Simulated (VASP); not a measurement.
**Cd4STe3 (ordered alloy cell): computed properties**

The numbers are results of PBEsol GGA, VASP's PBE PAW potentials (set 64) (plane waves; VASP), not measurements.

```
Quantity                                                                                                             Value
---------------------------------------------  ---------------------------------------------------------------------------
space group                                                                                                      R3m (160)
cell                                           a = 4.470 Å, b = 4.470 Å, c = 43.795 Å, α = 90.00°, β = 90.00°, γ = 120.00°
volume per atom                                                                                             31.57 Å^3/atom
band gap (over mesh and band path)                                                                                 0.21 eV
smallest direct gap (over mesh and band path)                                                                      0.21 eV
band-edge character                                                                                         direct, Γ to Γ
density                                                                                                         5.68 g/cm³
```

```cif
data_Cd12S3Te9
_chemical_formula_sum 'Cd12 Te9 S3'
_space_group_name_H-M_alt 'R3m :H'
_space_group_IT_number 160
_space_group_name_Hall 'R 3 -2"'
_cell_length_a 4.46987
_cell_length_b 4.46987
_cell_length_c 43.79482
_cell_angle_alpha 90.000
_cell_angle_beta 90.000
_cell_angle_gamma 120.000
loop_
_atom_site_label
_atom_site_type_symbol
_atom_site_symmetry_multiplicity
_atom_site_Wyckoff_symbol
_atom_site_fract_x
_atom_site_fract_y
_atom_site_fract_z
_atom_site_occupancy
Cd1 Cd 3 a 0.00000 0.00000 0.00587 1
Cd2 Cd 3 a 0.00000 0.00000 0.25204 1
Cd3 Cd 3 a 0.00000 0.00000 0.49830 1
Cd4 Cd 3 a 0.00000 0.00000 0.74419 1
Te1 Te 3 a 0.00000 0.00000 0.31571 1
Te2 Te 3 a 0.00000 0.00000 0.56204 1
Te3 Te 3 a 0.00000 0.00000 0.80832 1
S1 S 3 a 0.00000 0.00000 0.06353 1
```
(The calculation used a cell of 8 atoms; values per cell refer to that cell.)

Unless said otherwise, spin-orbit coupling is left out, though it shifts the bands of the heavy elements here.

The structure was generated: Cd4STe3 was put into an ordered model structure (R3m), which need not be its known phase. It was relaxed first. Symmetry was kept, so distortions that lower it aren't found.
